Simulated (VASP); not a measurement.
A convergence study with VASP on BeTe (zinc blende): a few settings are varied, all else stays as given below, so the limit is that of these other settings.

```
BeTe
1.0
    0.00000     2.81500     2.81500
    2.81500     0.00000     2.81500
    2.81500     2.81500     0.00000
Be Te
1 1
Direct
  0.00000   0.00000   0.00000
  0.25000   0.25000   0.25000
```

All values below come from HSE06 screened hybrid, VASP's PBE PAW potentials (set 64) (plane waves; VASP 6.6.1). The last row used: 520 eV cut-off, 4×4×4 Γ-centred mesh, Gaussian smearing of 0.050 eV, potentials Be Te.

| setting | E (eV/atom) | pressure (GPa) | electronic steps |
|---|---|---|---|
| ENCUT = 300, PRECFOCK = Fast | [?] | 0.32 | 20 |
| ENCUT = 520, PRECFOCK = Fast | [?] | 0.33 | 20 |
| ENCUT = 300, PRECFOCK = Normal | -4.3511 | 0.32 | 20 |
| ENCUT = 400, PRECFOCK = Normal | -4.3522 | 0.32 | 20 |
| ENCUT = 520, PRECFOCK = Normal | -4.3524 | 0.33 | 20 |
| ENCUT = 300, PRECFOCK = Accurate | -4.3511 | 0.32 | 20 |
| ENCUT = 400, PRECFOCK = Accurate | -4.3522 | 0.32 | 20 |
| ENCUT = 520, PRECFOCK = Accurate | -4.3524 | 0.33 | 20 |

Complete the blanks.

- ENCUT = 300, PRECFOCK = Fast, E (eV/atom): -4.3507
- ENCUT = 520, PRECFOCK = Fast, E (eV/atom): -4.3521

Left out are rungs that failed or repeat a setting and relaxations that didn't move; long series are thinned to 24 rows.

The compound is BeTe in the zinc blende structure. The cell was not relaxed at this level.
